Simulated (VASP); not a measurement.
Input:

```
CELL_PARAMETERS angstrom
      0.00000     2.60258     2.60258
      2.60258     0.00000     2.60258
      2.60258     2.60258     0.00000
ATOMIC_POSITIONS crystal
  Sr 0.00000 0.00000 0.00000
  O  0.50000 0.50000 0.50000
```

The numbers are results of PBE GGA, VASP's PBE PAW potentials (set 64) (plane waves; VASP 6.6.1), not measurements. Numerical set-up: 530 eV cut-off, 8×8×8 Γ-centred mesh, Gaussian smearing of 0.050 eV, potentials Sr_sv O.

Estimate the energy per atom (σ→0), band gap (on the k-mesh) with the smallest direct gap where there is one.

```json
{
  "band gap (on the k-mesh)": "3.28 eV",
  "smallest direct gap (on the k-mesh)": "3.39 eV",
  "energy per atom (σ→0)": "-6.028 eV/atom"
}
```

The compound is SrO in the rock salt structure. It was relaxed first. The start is the result of an earlier pass.
